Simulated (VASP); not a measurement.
Sn3TeS2, 6 atoms in the cell. The structure is orthorhombic, space group Pmmm (No. 47). The conventional cell has a = 4.399 Å, b = 5.032 Å, c = 7.294 Å, α = 90.00°, β = 90.00°, γ = 90.00°. Sn (site symmetry mmm) has 2 Sn at 2.20 Å as nearest neighbours. Sn (site symmetry mmm) has 2 Te at 2.20 Å as nearest neighbours. Around Sn (site symmetry mmm) lie 2 Sn at 2.20 Å. Te (site symmetry mmm) is surrounded by 2 Sn at 2.20 Å. Around S (site symmetry mm2) lie 1 S at 1.88 Å. The cell was built by a generator and needn't be a form met in nature.

| Quantity | Value |
| --- | --- |
| Program | VASP 6.6.1 |
| Task | relaxation of cell and atoms |
| Functional | PBE |
| Potentials or basis | VASP PAW PBE potentials, release 64 (Sn_d, Te, S) |
| Cutoff | 520 eV |
| k mesh | 3 × 3 × 2 |
| Occupations | gaussian, width 0.15 eV |
| Spin | no spin polarisation |
| Further INCAR settings | PREC = Normal; ALGO = Fast; EDIFF = 0.0001; IBRION = 2; EDIFFG = -0.08; NSW = 24; ISIF = 3 |

Potentials or basis: VASP PAW PBE potentials, release 64 (Sn_d, Te, S).

Launch:

```console
$ cat potpaw_PBE.64/Sn_d/POTCAR potpaw_PBE.64/Te/POTCAR potpaw_PBE.64/S/POTCAR > POTCAR
$ mpirun -np 1 vasp_std > vasp.out
```

Hardware: 1 thread of Intel(R) Xeon(R) Platinum 8488C (Sapphire Rapids), with other jobs on the host.

Question: Estimate the wall time of this run.

Answer: It took 3.5 min on 1 thread of Intel(R) Xeon(R) Platinum 8488C (Sapphire Rapids) (shared host), peak memory 0.22 GiB. Counts: scf iterations 114, k points 8, ion steps 13.
